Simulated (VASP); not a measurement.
Output of a VASP run:

**OUTCAR**
```
 ion  position               nearest neighbor table
   1  0.000  0.000  0.000-
  LATTYP: Found a body centered cubic cell.
 ALAT       =     3.3188318738
 Subroutine PRICEL returns:
 Original cell was already a primitive cell.
 Subroutine GETGRP returns: Found 48 space group operations
The static configuration has the point symmetry O_h .
The dynamic configuration has the point symmetry O_h .
 Subroutine INISYM returns: Found 48 space group operations
 Subroutine IBZKPT returns following result:
 Found    120 irreducible k-points:

 Following reciprocal coordinates:
            Coordinates               Weight
  0.000000  0.000000  0.000000      1.000000
  0.066667  0.000000  0.000000     12.000000
  0.133333  0.000000  0.000000     12.000000
  0.200000  0.000000  0.000000     12.000000
  0.266667  0.000000  0.000000     12.000000
  0.333333  0.000000  0.000000     12.000000
  0.400000  0.000000  0.000000     12.000000
  0.466667  0.000000  0.000000     12.000000
  0.066667  0.066667  0.000000     24.000000
  0.133333  0.066667  0.000000     48.000000
  0.200000  0.066667  0.000000     48.000000
  0.266667  0.066667 -0.000000     48.000000
  0.333333  0.066667  0.000000     48.000000
  0.400000  0.066667  0.000000     48.000000
  0.466667  0.066667  0.000000     24.000000
  0.133333  0.133333  0.000000     24.000000
  0.200000  0.133333 -0.000000     48.000000
  0.266667  0.133333 -0.000000     48.000000
  0.333333  0.133333 -0.000000     48.000000
  0.400000  0.133333  0.000000     48.000000
  0.200000  0.200000  0.000000     24.000000
  0.266667  0.200000 -0.000000     48.000000
  0.333333  0.200000  0.000000     48.000000
  0.400000  0.200000  0.000000     24.000000
  0.266667  0.266667  0.000000     24.000000
  0.333333  0.266667  0.000000     48.000000
  0.333333  0.333333  0.000000      8.000000
  0.066667  0.066667  0.066667      8.000000
  0.133333  0.066667  0.066667     24.000000
  0.200000  0.066667  0.066667     24.000000
  0.266667  0.066667  0.066667     24.000000
  0.333333  0.066667  0.066667     24.000000
  0.400000  0.066667  0.066667     24.000000
 -0.066667  0.066667  0.066667      6.000000
  0.133333  0.133333  0.066667     24.000000
  0.200000  0.133333  0.066667     48.000000
  0.266667  0.133333  0.066667     48.000000
  0.333333  0.133333  0.066667     48.000000
  0.400000  0.133333  0.066667     24.000000
 -0.133333  0.133333  0.066667     24.000000
   k-points           NKPTS =    120   k-points in BZ     NKDIM =    120   number of bands    NBANDS=      5
   number of dos      NEDOS =    301   number of ions     NIONS =      1
   total plane-waves  NPLWV =  13824
   dimension x,y,z NGX =    24 NGY =   24 NGZ =   24
   dimension x,y,z NGXF=    48 NGYF=   48 NGZF=   48
   ions per type =               1
   PREC   = accura    normal or accurate (medium, high low for compatibility)
   ISTART =      0    job   : 0-new  1-cont  2-samecut
   ICHARG =      2    charge: 1-file 2-atom 10-const
   ISPIN  =      1    spin polarized calculation?
   LNONCOLLINEAR =      F non collinear calculations
   LSORBIT =      F    spin-orbit coupling
   INIWAV =      1    electr: 0-lowe 1-rand  2-diag
   ENCUT  =  520.0 eV  38.22 Ry    6.18 a.u.   5.34  5.34  5.34*2*pi/ulx,y,z
   NELM   =    100;   NELMIN=  2; NELMDL= -5     # of ELM steps
   EDIFF  = 0.1E-06   stopping-criterion for ELM
   LREAL  =      F    real-space projection
   NLSPLINE    = F    spline interpolate recip. space projectors
   LMAXMIX     =    2 max onsite mixed and CHGCAR
   VOSKOWN=      0    Vosko Wilk Nusair interpolation
   EDIFFG = 0.1E-05   stopping-criterion for IOM
   NSW    =      0    number of steps for IOM
   NBLOCK =      1;   KBLOCK =      1    inner block; outer block
   IBRION =     -1    ionic relax: 0-MD 1-quasi-New 2-CG
   NFREE  =      0    steps in history (QN), initial steepest desc. (CG)
...
```

File OSZICAR:
```
       N       E                     dE             d eps       ncg     rms          rms(c)
DAV:   1     0.146093381332E+01    0.14609E+01   -0.73213E+02  1205   0.431E+02
DAV:   2    -0.920504120410E+00   -0.23814E+01   -0.22802E+01  1705   0.589E+01
DAV:   3    -0.102612200626E+01   -0.10562E+00   -0.10557E+00  1530   0.881E+00
DAV:   4    -0.102874491153E+01   -0.26229E-02   -0.26182E-02  1610   0.123E+00
DAV:   5    -0.102876223192E+01   -0.17320E-04   -0.17319E-04  1550   0.103E-01    0.249E-01
DAV:   6    -0.102922718274E+01   -0.46495E-03   -0.44244E-04  1620   0.235E-01    0.157E-01
DAV:   7    -0.103060661097E+01   -0.13794E-02   -0.10253E-03  1450   0.384E-01    0.887E-03
DAV:   8    -0.103063286070E+01   -0.26250E-04   -0.55691E-05  1380   0.645E-02    0.454E-03
DAV:   9    -0.103063592049E+01   -0.30598E-05   -0.42454E-06  1745   0.156E-02    0.141E-03
DAV:  10    -0.103063596119E+01   -0.40701E-07   -0.13930E-07  1380   0.468E-03
   1 F= -.10306360E+01 E0= -.10306085E+01  d E =-.824977E-04
```

File OUTCAR:
```
------------------------ aborting loop because EDIFF is reached ----------------------------------------
  FORCE on cell =-STRESS in cart. coord.  units (eV):
  Direction    XX          YY          ZZ          XY          YZ          ZX
  --------------------------------------------------------------------------------------
  Total        0.1096962      0.1096962      0.1096962     -0.0000000     -0.0000000      0.0000000
  in kB        9.6156026      9.6156026      9.6156026     -0.0000000     -0.0000000      0.0000000
  external PRESSURE =       9.6156026 kB  Pullay stress =       0.0000000 kB
  volume of cell :       18.28
      direct lattice vectors                 reciprocal lattice vectors
    -1.659415937  1.659415937  1.659415937     0.000000000  0.301310834  0.301310834
     1.659415937 -1.659415937  1.659415937     0.301310834  0.000000000  0.301310834
     1.659415937  1.659415937 -1.659415937     0.301310834  0.301310834  0.000000000
 POSITION                                       TOTAL-FORCE (eV/Angst)
 -----------------------------------------------------------------------------------
      0.00000      0.00000      0.00000         0.000000     -0.000000      0.000000
 -----------------------------------------------------------------------------------
    total drift:                               -0.000000      0.000000     -0.000000
  FREE ENERGIE OF THE ION-ELECTRON SYSTEM (eV)
  ---------------------------------------------------
  free  energy   TOTEN  =        -1.0306359612 eV

  energy  without entropy=       -1.0305534635  energy(sigma->0) =       -1.03060846
```
(Selected blocks of OUTCAR.)

### POSCAR
```
Li
1
   -1.6594159369     1.6594159369     1.6594159369
    1.6594159369    -1.6594159369     1.6594159369
    1.6594159369     1.6594159369    -1.6594159369
Li
1
Direct
  0.0000000000   0.0000000000   0.0000000000
```

Task: Write an INCAR and KPOINTS that could have produced this output.

Result: One answer among several that fit: the input of the run itself, vdW-DF2, plane waves, VASP's PBE PAW potentials (set 64).

File KPOINTS:
```
Automatic mesh
0
Gamma
15 15 15
0 0 0
```

### INCAR
```
SYSTEM=Li
PREC=Accurate; ENCUT=520; LREAL=F
LASPH=T
EDIFF=1E-7; NELM=100; ALGO=Normal
ISMEAR=1; SIGMA=0.1
GGA=ML; LUSE_VDW=T; AGGAC=0.0
ZAB_VDW=-1.8867
ISIF=2
LWAVE=F; LCHARG=F
```

POTCAR, in this order: Li_sv (PBE.64 set). Program: vasp_std.

The compound is Li in the bcc structure. This cell is one point of a volume scan, at 0.94 of the reference volume.
